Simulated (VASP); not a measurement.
Energy against volume of CoGa (CsCl type). Method: vdW-DF-cx, VASP's PBE PAW potentials (set 64) (plane waves; VASP). Settings: 520 eV cut-off, 13×13×13 Γ-centred mesh, first-order Methfessel-Paxton smearing of 0.10 eV, potentials Ga_d Co.

```
V (Å³/atom)  E (eV/atom)
-----------  -----------
10.799          -2.56354
11.144          -2.58556
11.489          -2.59240
11.833          -2.58646
```

### Question
Fit these four points and predict the energy of the run at 12.178 Å³/atom.

### Answer
A cubic in V^(−2/3), the third-order Birch-Murnaghan form, passes through the four points with V0 = 11.49 Å³/atom and B0 = 198 GPa, and gives -2.5697 eV/atom there. The run gave -2.5698 eV/atom, -0.1 meV/atom from the fit; all five points give B0 = 197 GPa.

The compound is CoGa in the CsCl type structure. It was relaxed first. The run is not spin-polarised, so no magnetic state was tried.
